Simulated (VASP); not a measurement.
Calculation: AM05 GGA, VASP's PBE PAW potentials (set 64) (plane waves; VASP).

Input for VASP

INCAR:
```
SYSTEM = MgS
PREC = Accurate
ENCUT = 520
EDIFF = 1E-7
NELM = 100
ALGO = Normal
LREAL = .FALSE.
LASPH = .TRUE.
ISMEAR = -5
GGA = AM
LWAVE = .FALSE.
LCHARG = .TRUE.
LORBIT = 11
NEDOS = 601
ISIF = 2
```

**POSCAR**
```
MgS
1
   -0.0000000000     2.5929172543     2.5929172543
    2.5929172543     0.0000000000     2.5929172543
    2.5929172543     2.5929172543    -0.0000000000
Mg S
1 1
Direct
  0.0000000000   0.0000000000   0.0000000000
  0.5000000000   0.5000000000   0.5000000000
```

File KPOINTS:
```
K-points
0
G
 10 10 10
0 0 0
```

POTCAR, in this order: Mg S (PBE.64 set). Program: vasp_std.

Question: What does the run give for the energy per atom (σ→0), band gap (on the k-mesh)?

Answer: 
```json
{
  "energy per atom (σ→0)": "-4.327 eV/atom",
  "band gap (on the k-mesh)": "2.78 eV"
}
```

OSZICAR:
```
...
DAV:   6    -0.869520605508E+01    0.31747E+00   -0.78690E-01   800   0.441E+00    0.321E+00
DAV:   7    -0.865584743646E+01    0.39359E-01   -0.20518E-01  1016   0.245E+00    0.198E+00
DAV:   8    -0.865497666647E+01    0.87077E-03   -0.11748E-02   832   0.912E-01    0.681E-01
DAV:   9    -0.865484979575E+01    0.12687E-03   -0.35732E-04  1016   0.160E-01    0.252E-01
DAV:  10    -0.865487825923E+01   -0.28463E-04   -0.12546E-04   984   0.738E-02    0.126E-02
DAV:  11    -0.865487700416E+01    0.12551E-05   -0.15060E-05   960   0.208E-02    0.159E-02
DAV:  12    -0.865487695483E+01    0.49330E-07   -0.36929E-07  1032   0.511E-03
   1 F= -.86548770E+01 E0= -.86548770E+01  d E =0.000000E+00
```

The compound is MgS in the rock salt structure. It was relaxed first.
